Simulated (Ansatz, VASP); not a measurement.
**NiO in two plane-wave programs**

Aim: how closely do two programs agree when they are given the same cell, functional and k mesh?

Program: Ansatz 0.2.0. Level of theory: plane waves, with VASP 6.6.1 beside it; single point at PBEsol, DFT+U. Results are calculated unless marked as measured.

**1. The starting structure**

The structure is cubic, space group Fm-3m (No. 225). Conventional cell: a = 4.177 Å, b = 4.177 Å, c = 4.177 Å, α = 90.00°, β = 90.00°, γ = 90.00°. Ni has 6 O at 2.09 Å nearest. Nearest to O lie 6 Ni at 2.09 Å. Farther neighbours and most contacts between anions are not listed.

Structure file:

```xyz
2
Lattice="0.0000 2.0886 2.0886 2.0886 0.0000 2.0886 2.0886 2.0886 0.0000" Properties=species:S:1:pos:R:3 pbc="T T T"
Ni    0.0000    0.0000    0.0000
O     2.0886    2.0886    2.0886
```

**2. VASP: single point, PBEsol, DFT+U**

With cell and atoms fixed, the geometry can't cause a difference; cores, projectors, grids and the points listed under the comparison can.

Lines of VASP's logs that name or quote its potential files are left out, and so is its time.

Contents of INCAR:

```
SYSTEM = NiO
PREC = Accurate
ENCUT = 520
EDIFF = 1E-05
NELM = 100
ISMEAR = 0
SIGMA = 0.05
LREAL = .FALSE.
ALGO = Normal
GGA = PS
NBANDS = 16
ISPIN = 2
MAGMOM = 1 0
LDAU = .TRUE.
LDAUTYPE = 2
LDAUL = 2 -1
LDAUU = 6.2 0
LDAUJ = 0 0
LDAUPRINT = 1
LASPH = .TRUE.
LMAXMIX = 4
LORBIT = 11
LWAVE = .FALSE.
LCHARG = .FALSE.
KPAR = 4
```

Contents of POSCAR:

```
NiO
1.0
    0.0000000000      2.0885500000      2.0885500000
    2.0885500000      0.0000000000      2.0885500000
    2.0885500000      2.0885500000      0.0000000000
Ni O
1 1
Direct
    0.0000000000      0.0000000000      0.0000000000
    0.5000000000      0.5000000000      0.5000000000
```

Contents of KPOINTS:

```
Automatic mesh
0
Gamma
12 12 12
0 0 0
```

The projector-augmented-wave data sets are Ni and O (PBE family, release 64).

The run is started by

```console
mpirun -np 4 vasp_std
```

Numbers of over 12 decimals in the logs are rounded to 6 here.

The log of the run:

```text
[banner, memory and clock lines left out]
running    4 mpi-ranks, on    1 nodes
 distrk:  each k-point on    1 cores,    4 groups
 distr:  one band on    1 cores,    1 groups

 POSCAR found type information on POSCAR NiO
 POSCAR found :  2 types and       2 ions
|                                                                             |
|               ----> ADVICE to this user running VASP <----                  |
|                                                                             |
|     You enforced a specific xc type in the INCAR file but a different       |
|     [... a line on the potential file left out ...]
|     I HOPE YOU KNOW WHAT YOU ARE DOING!                                     |
|                                                                             |

 LDA part: xc-table for (Slater+PW92), standard interpolation
 POSCAR, INCAR and KPOINTS ok, starting setup
 FFT: planning ... GRIDC
 FFT: planning ... GRID_SOFT
 FFT: planning ... GRID
 WAVECAR not read
 entering main loop
       N       E                     dE             d eps       ncg     rms          rms(c)
DAV:   1     0.764792709589E+02    0.76479E+02   -0.74985E+03  4864   0.126E+03
DAV:   2    -0.592274343778E+01   -0.82402E+02   -0.72627E+02  5088   0.246E+02
DAV:   3    -0.997751193930E+01   -0.40548E+01   -0.39784E+01  5432   0.590E+01
DAV:   4    -0.100090394158E+02   -0.31527E-01   -0.31518E-01  5616   0.503E+00
DAV:   5    -0.100095640518E+02   -0.52464E-03   -0.52463E-03  5536   0.650E-01    0.170E+01
DAV:   6    -0.104917037050E+02   -0.48214E+00   -0.14255E+01  5408   0.770E+01    0.193E+01
DAV:   7    -0.106858621545E+02   -0.19416E+00   -0.10916E+00  5008   0.252E+01    0.957E+00
DAV:   8    -0.108732527827E+02   -0.18739E+00   -0.18372E-01  5728   0.434E+00    0.568E+00
DAV:   9    -0.109720235093E+02   -0.98771E-01   -0.59714E-02  5656   0.752E+00    0.432E-01
DAV:  10    -0.109769634433E+02   -0.49399E-02   -0.24823E-02  6304   0.218E+00    0.425E-01
DAV:  11    -0.109771278501E+02   -0.16441E-03   -0.26468E-03  5720   0.944E-01    0.135E-01
DAV:  12    -0.109774828229E+02   -0.35497E-03   -0.19252E-04  5088   0.461E-01    0.473E-02
DAV:  13    -0.109775279731E+02   -0.45150E-04   -0.66188E-05  6472   0.143E-01    0.156E-02
DAV:  14    -0.109775331353E+02   -0.51622E-05   -0.18419E-05  4336   0.584E-02
   1 F= -.10977533E+02 E0= -.10977533E+02  d E =-.895136E-13  mag=     2.0000
```

OUTCAR, selected parts (step 2):

```text
ion  position               nearest neighbor table
   1  0.000  0.000  0.000-   2 2.09   2 2.09   2 2.09   2 2.09   2 2.09   2 2.09
   2  0.500  0.500  0.500-   1 2.09   1 2.09   1 2.09   1 2.09   1 2.09   1 2.09

  LATTYP: Found a face centered cubic cell.
 ALAT       =     4.1771000000

 Subroutine GETGRP returns: Found 48 space group operations
 (whereof 48 operations were pure point group operations)

The static configuration has the point symmetry O_h .

 Found     72 irreducible k-points:

   k-points           NKPTS =     72   k-points in BZ     NKDIM =     72   number of bands    NBANDS=     16

   dimension x,y,z NGX =    24 NGY =   24 NGZ =   24
   dimension x,y,z NGXF=    48 NGYF=   48 NGZF=   48

   ENCUT  =  520.0 eV  38.22 Ry    6.18 a.u.   5.49  5.49  5.49*2*pi/ulx,y,z

   NELECT =      16.0000    total number of electrons

 k-points in reciprocal lattice and weights: Automatic mesh
   0.00000000  0.00000000  0.00000000       0.001
   0.08333333  0.00000000  0.00000000       0.005
   0.16666667  0.00000000  0.00000000       0.005
   0.25000000  0.00000000  0.00000000       0.005
   0.33333333  0.00000000  0.00000000       0.005
   0.41666667  0.00000000  0.00000000       0.005
   0.50000000  0.00000000  0.00000000       0.002
   0.08333333  0.08333333  0.00000000       0.003
   0.16666667  0.08333333  0.00000000       0.014
[...]
-0.33333333  0.50000000  0.16666667       0.007
  -0.25000000  0.50000000  0.25000000       0.003

atom =   1  type =  1  l = 2

 onsite density matrix

spin component  1

  0.9834  0.0000 -0.0000 -0.0000  0.0000
  0.0000  0.9834 -0.0000 -0.0000 -0.0000
 -0.0000 -0.0000  1.0387  0.0000 -0.0000
 -0.0000 -0.0000  0.0000  0.9834 -0.0000
  0.0000 -0.0000 -0.0000 -0.0000  1.0387

spin component  2

  0.9818  0.0000  0.0000 -0.0000 -0.0000
  0.0000  0.9818 -0.0000 -0.0000 -0.0000
  0.0000 -0.0000  0.1457 -0.0000  0.0000
 -0.0000 -0.0000 -0.0000  0.9818 -0.0000
 -0.0000 -0.0000  0.0000 -0.0000  0.1457

 occupancies and eigenvectors

  o =  0.1457  v =  0.0000  0.0000  0.0000  0.0000  0.0000 -0.0000  0.0000  0.9967  0.0000 -0.0812      0.0000  0.0000  0.0000  0.0000  0.0000  0.0000  0.0000  0.0000  0.0000  0.0000
  o =  0.1457  v =  0.0000  0.0000  0.0000  0.0000  0.0000 -0.0000 -0.0000  0.0812 -0.0000  0.9967      0.0000  0.0000  0.0000  0.0000  0.0000  0.0000  0.0000  0.0000  0.0000  0.0000
  o =  0.9818  v =  0.0000  0.0000  0.0000  0.0000  0.0000  0.0018 -0.5838  0.0000  0.8119 -0.0000      0.0000  0.0000  0.0000  0.0000  0.0000  0.0000  0.0000  0.0000  0.0000  0.0000
  o =  0.9818  v =  0.0000  0.0000  0.0000  0.0000  0.0000 -0.0003 -0.8119  0.0000 -0.5838 -0.0000      0.0000  0.0000  0.0000  0.0000  0.0000  0.0000  0.0000  0.0000  0.0000  0.0000
  o =  0.9818  v =  0.0000  0.0000  0.0000  0.0000  0.0000 -1.0000 -0.0008 -0.0000  0.0017  0.0000      0.0000  0.0000  0.0000  0.0000  0.0000  0.0000  0.0000  0.0000  0.0000  0.0000
  o =  0.9834  v =  0.0000 -0.9293  0.0000 -0.3693 -0.0000  0.0000  0.0000  0.0000  0.0000  0.0000      0.0000  0.0000  0.0000  0.0000  0.0000  0.0000  0.0000  0.0000  0.0000  0.0000
  o =  0.9834  v =  0.0000 -0.3693  0.0000  0.9293  0.0000  0.0000  0.0000  0.0000  0.0000  0.0000      0.0000  0.0000  0.0000  0.0000  0.0000  0.0000  0.0000  0.0000  0.0000  0.0000
  o =  0.9834  v =  1.0000  0.0000  0.0000  0.0000  0.0000  0.0000  0.0000  0.0000  0.0000  0.0000      0.0000  0.0000  0.0000  0.0000  0.0000  0.0000  0.0000  0.0000  0.0000  0.0000
  o =  1.0387  v =  0.0000  0.0000  0.9998  0.0000 -0.0221  0.0000  0.0000  0.0000  0.0000  0.0000      0.0000  0.0000  0.0000  0.0000  0.0000  0.0000  0.0000  0.0000  0.0000  0.0000
  o =  1.0387  v =  0.0000 -0.0000  0.0221 -0.0000  0.9998  0.0000  0.0000  0.0000  0.0000  0.0000      0.0000  0.0000  0.0000  0.0000  0.0000  0.0000  0.0000  0.0000  0.0000  0.0000

 average (electrostatic) potential at core
       1 -84.2625       2 -67.5550

 E-fermi :   6.8751

 spin component 1
 k-point     1 :       0.0000    0.0000    0.0000
  band No.  band energies     occupation
    ...
      5       1.6641      1.00000
      6       1.6641      1.00000
      7       5.1811      1.00000
      8       5.1811      1.00000
      9       5.1811      1.00000
     10       9.2912      0.00000
     11      24.3829      0.00000
     12      24.3830      0.00000
     13      24.3830      0.00000
     14      25.4039      0.00000
    ...

 k-point     2 :       0.0833    0.0000    0.0000
  band No.  band energies     occupation
    ...
      5       1.6827      1.00000
      6       1.6827      1.00000
      7       4.7492      1.00000
      8       5.3056      1.00000
      9       5.3056      1.00000
     10       9.8264      0.00000
     11      22.6371      0.00000
     12      24.3752      0.00000
     13      24.3752      0.00000
     14      26.9634      0.00000
    ...

 k-point     3 :       0.1667    0.0000    0.0000
  band No.  band energies     occupation
    ...
      5       1.7585      1.00000
      6       1.7586      1.00000
      7       4.0142      1.00000
      8       5.6171      1.00000
      9       5.6172      1.00000
     10      10.9372      0.00000
     11      20.7204      0.00000
     12      24.0658      0.00000
     13      24.0658      0.00000
     14      27.3938      0.00000
    ...

 k-point     4 :       0.2500    0.0000    0.0000
  band No.  band energies     occupation
    ...
      5       1.8909      1.00000
      6       1.8909      1.00000
      7       3.5858      1.00000
      8       5.9944      1.00000
      9       5.9944      1.00000
     10      12.0572      0.00000
     11      19.1824      0.00000
     12      23.2302      0.00000
     13      23.2302      0.00000
     14      27.4833      0.00000
    ...

 k-point     5 :       0.3333    0.0000    0.0000
  band No.  band energies     occupation
    ...
      5       2.0386      1.00000
      6       2.0386      1.00000
      7       3.4913      1.00000
      8       6.3343      1.00000
      9       6.3343      1.00000
     10      12.8517      0.00000
     11      18.1852      0.00000
     12      22.3394      0.00000
     13      22.3394      0.00000
     14      27.3370      0.00000
    ...

 k-point     6 :       0.4167    0.0000    0.0000
  band No.  band energies     occupation
    ...
      5       2.1525      1.00000
      6       2.1525      1.00000
      7       3.5294      1.00000
      8       6.5667      1.00000
      9       6.5668      1.00000
     10      13.1793      0.00000
     11      17.7763      0.00000
     12      21.7224      0.00000
     13      21.7224      0.00000
     14      27.3279      0.00000
    ...

  Total       -0.8557468     -0.8557468     -0.8557468     -0.0000000     -0.0000000      0.0000000
  in kB      -75.2473572    -75.2473572    -75.2473572     -0.0000000     -0.0000000      0.0000000
  external PRESSURE =     -75.2473572 kB  Pullay stress =       0.0000000 kB

  energy-cutoff  :      520.00
  volume of cell :       18.22
      direct lattice vectors                 reciprocal lattice vectors
     0.000000000  2.088550000  2.088550000    -0.239400541  0.239400541  0.239400541
     2.088550000  0.000000000  2.088550000     0.239400541 -0.239400541  0.239400541
     2.088550000  2.088550000  0.000000000     0.239400541  0.239400541 -0.239400541

 POSITION                                       TOTAL-FORCE (eV/Angst)
 -----------------------------------------------------------------------------------
      0.00000      0.00000      0.00000         0.000000      0.000000      0.000000
      2.08855      2.08855      2.08855         0.000000      0.000000      0.000000
 -----------------------------------------------------------------------------------
    total drift:                                0.000000     -0.000000     -0.000000

  FREE ENERGIE OF THE ION-ELECTRON SYSTEM (eV)
  ---------------------------------------------------
  free  energy   TOTEN  =       -10.9775331353 eV

  energy  without entropy=      -10.9775331353  energy(sigma->0) =      -10.97753314

 total charge
# of ion       s       p       d       tot
------------------------------------------
    1        0.348   0.431   8.236   9.015
    2        1.541   3.458   0.000   4.999
--------------------------------------------------
tot          1.890   3.889   8.236  14.015

 magnetization (x)
# of ion       s       p       d       tot
------------------------------------------
    1        0.011   0.013   1.788   1.813
    2        0.018   0.163   0.000   0.181
--------------------------------------------------
tot          0.029   0.176   1.788   1.993

[... 6 further parts left out ...]
```

The run ends at a pressure of -7.52 GPa.

(Part 1 of 2 ends here.)

[Lines on the potential files, build, host, timing and source positions are cut from VASP's logs without a mark.]

[Logs are printed without paths, hosts, clocks, repeated set-up lines and the standing remarks that a program may print on its own settings, such as how far it seeks lower states.]

[Hosts, paths, dates, database ids (printed as entryN), source tags and the programs' standing remarks are cut or masked in the printed files.]
